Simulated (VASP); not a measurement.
These are LDA (Ceperley-Alder, Perdew-Zunger), VASP's LDA PAW potentials (set 64) (plane waves; VASP 6.6.1) values and carry that method's errors.

The input files of a VASP run:

INCAR:
```
ALGO  =  Normal
EDIFF  =  1E-7
ENCUT  =  400
ICHARG  =  11
ISMEAR  =  0
LASPH  =  T
LCHARG  =  F
LMAXMIX  =  4
LORBIT  =  11
LREAL  =  F
LWAVE  =  F
NELM  =  100
PREC  =  Accurate
SIGMA  =  0.05
SYSTEM  =  MoSeS
```

KPOINTS:
```
k-points along high-symmetry lines
10
Line-mode
Reciprocal
  0.000000   0.000000   0.000000 ! GAMMA
  0.500000   0.000000   0.000000 ! M

  0.500000   0.000000   0.000000 ! M
  0.333333   0.333333   0.000000 ! K

  0.333333   0.333333   0.000000 ! K
  0.000000   0.000000   0.000000 ! GAMMA

  0.000000   0.000000   0.000000 ! GAMMA
  0.000000   0.000000   0.500000 ! A

  0.000000   0.000000   0.500000 ! A
  0.500000   0.000000   0.500000 ! L

  0.500000   0.000000   0.500000 ! L
  0.333333   0.333333   0.500000 ! H

  0.333333   0.333333   0.500000 ! H
  0.000000   0.000000   0.500000 ! A

  0.500000   0.000000   0.500000 ! L
  0.500000   0.000000   0.000000 ! M

  0.333333   0.333333   0.500000 ! H
  0.333333   0.333333   0.000000 ! K
```

**POSCAR**
```
MoSeS
12.4662980
  0.2561044156   0.0000000000   0.0000000000
 -0.1280522078   0.2217929083   0.0000000000
  0.0000000000   0.0000000000   1.0000000229
Mo Se S
2 2 2
Direct
  0.0000000000   0.0000000000   0.2623881286
  0.0000000000   0.0000000000   0.7376118714
  0.6666670000   0.3333330000   0.8733166349
  0.3333330000   0.6666670000   0.1266833651
  0.3333330000   0.6666670000   0.3839840509
  0.6666670000   0.3333330000   0.6160159491
```

POTCAR, in this order: Mo_sv Se S (LDA.64 set). Program: vasp_std. Read from the step before: CHGCAR.

The resulting files:

**OSZICAR**
```
       N       E                     dE             d eps       ncg     rms          rms(c)
DAV:   1     0.396229373531E+03    0.39623E+03   -0.25907E+04  6396   0.129E+03
DAV:   2    -0.224970896061E+02   -0.41873E+03   -0.40838E+03  6728   0.370E+02
DAV:   3    -0.455239120951E+02   -0.23027E+02   -0.22653E+02  7285   0.727E+01
DAV:   4    -0.459996838931E+02   -0.47577E+00   -0.47465E+00  6715   0.103E+01
DAV:   5    -0.460121621697E+02   -0.12478E-01   -0.12473E-01  7309   0.151E+00
DAV:   6    -0.460124595617E+02   -0.29739E-03   -0.29722E-03  6805   0.216E-01
DAV:   7    -0.460124695900E+02   -0.10028E-04   -0.10028E-04  7392   0.331E-02
DAV:   8    -0.460124698631E+02   -0.27311E-06   -0.27307E-06  6334   0.509E-03
DAV:   9    -0.460124698732E+02   -0.10096E-07   -0.10139E-07  4888   0.945E-04
   1 F= -.46012470E+02 E0= -.46012470E+02  d E =-.229666E-12
```

### OUTCAR
```
 val. band max:        7.5906341786   @ k =   0.0000   0.0000   0.0000

 cond. band min:       8.1207067482   @ k =   0.1852   0.1852   0.0000



 k-point     1 :       0.0000    0.0000    0.0000
  band No.  band energies     occupation
      1     -53.6266      2.00000
      2     -53.6266      2.00000
      3     -28.0237      2.00000
      4     -28.0232      2.00000
      5     -27.7610      2.00000
      6     -27.7610      2.00000
      7     -27.7607      2.00000
      8     -27.7607      2.00000
      9      -7.8378      2.00000
     10      -7.5260      2.00000
     11      -6.5380      2.00000
     12      -6.0126      2.00000
     13       0.4353      2.00000
     14       1.6405      2.00000
     15       3.6108      2.00000
     16       4.2300      2.00000
     17       4.2301      2.00000
     18       4.2549      2.00000
     19       4.2549      2.00000
     20       5.5643      2.00000
     21       5.5643      2.00000
     22       5.5742      2.00000
     23       5.5742      2.00000
     24       6.1434      2.00000
     25       6.1791      2.00000
     26       7.5906      2.00000
     27       9.6085      0.00000
     28       9.6097      0.00000
     29       9.8209      0.00000
     30       9.8242      0.00000
     31      10.0459      0.00000

 k-point     2 :       0.0556    0.0000    0.0000
  band No.  band energies     occupation
      1     -53.6255      2.00000
      2     -53.6255      2.00000
      3     -28.0212      2.00000
      4     -28.0208      2.00000
      5     -27.7722      2.00000
      6     -27.7722      2.00000
      7     -27.7635      2.00000
      8     -27.7633      2.00000
      9      -7.7902      2.00000
     10      -7.4792      2.00000
     11      -6.5117      2.00000
     12      -5.9924      2.00000
     13       0.4917      2.00000
     14       1.6951      2.00000
     15       3.5341      2.00000
     16       4.1149      2.00000
     17       4.1804      2.00000
     18       4.2677      2.00000
...
```

The density is held fixed in this step, so its total energy and stress have no physical meaning.

The structure comes from a computed database's MoSeS entry (P-3m1); how it stands against other phases isn't given here. It was relaxed first, which changed the volume by -12 %.
